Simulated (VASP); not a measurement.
```yaml
crystal:
  lattice:
    - [0.00000, 2.75743, 2.75743]
    - [2.75743, 0.00000, 2.75743]
    - [11.04455, 11.04455, -0.01481]
  atoms:
    - { symbol: Zn, position: [0.01244, 0.01244, 0.99067] }
    - { symbol: Zn, position: [0.00066, 0.00066, 0.24951] }
    - { symbol: Zn, position: [0.98969, 0.98969, 0.50773] }
    - { symbol: Se, position: [0.25420, 0.25420, 0.05935] }
    - { symbol: Se, position: [0.24306, 0.24306, 0.31771] }
    - { symbol: Se, position: [0.23200, 0.23200, 0.57600] }
    - { symbol: Se, position: [0.26723, 0.26723, 0.79957] }
    - { symbol: Be, position: [0.00072, 0.00072, 0.74946] }
```

These are PBEsol GGA, VASP's PBE PAW potentials (set 64) (plane waves; VASP 6.6.1) values and carry that method's errors. Numerical set-up: 400 eV cut-off, 8×8×2 Γ-centred mesh, tetrahedra with Blöchl corrections, potentials Zn Se Be.

Problem. The job: BeZn$_{3}$Se$_{4}$ (ordered alloy cell), 8 atoms, PBEsol, static run, 400 eV, 8×8×2 Γ-centred mesh. Roughly how much core time does it take on a busy server core?

Solution. About 3 core-minutes (one run on a shared machine, a rough figure). It had 20 irreducible k-points, 37 bands, up to 3070 plane waves and 17 electronic steps.

The structure was generated: BeZn3Se4 was put into an ordered model structure (R3m), which need not be its known phase. It was relaxed first.
